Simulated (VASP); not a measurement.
Runs of VASP 6.6.1 on Si2W. The structure is tetragonal, space group I4/mmm (No. 139). The conventional cell has a = 3.204 Å, b = 3.204 Å, c = 7.819 Å, α = 90.00°, β = 90.00°, γ = 90.00°. Si (site symmetry 4mm) has 5 Si at 2.59 to 2.62 Å and 5 W at 2.61 to 2.62 Å as nearest neighbours. W (site symmetry 4/mmm) has 10 Si at 2.61 to 2.62 Å as nearest neighbours. 

```tsv
task	level	potentials or basis	spin	cell	k mesh	cutoff (eV)	k mesh for the DOS	occupations for the DOS	pressure (GPa)	largest force (eV/Å)
band structure	r2SCAN	VASP PAW PBE potentials, release 64 (Si, W_sv)	off	as given	16 × 16 × 16	520	-	-	0.7	0.04
band structure	PBE	VASP PAW PBE potentials, release 64 (Si, W_sv)	SOC, no magnetisation	as given	10 × 10 × 10	520	-	-	(b)	(c)
relaxation of cell and atoms	PBEsol	VASP PAW PBE potentials, release 64 (Si, W_sv)	off	relaxed	16 × 16 × 16	600	-	-	0.0	-
band structure	PBE	VASP PAW PBE potentials, release 64 (Si, W_sv)	off	as given	16 × 16 × 16	520	-	-	5.0	0.05
band structure	LDA	VASP PAW LDA potentials, release 64 (Si, W_sv)	off	as given	16 × 16 × 16	520	-	-	-3.5	(a)
```

Alike in all rows: smearing methfessel-paxton 0.1 eV.

Task: Fill in the values left out.

Result: (a) 0.06; (b) 5.3; (c) 0.02.

Caveats: the PAW data sets were made with another functional, which shifts forces and pressure a little (some runs).
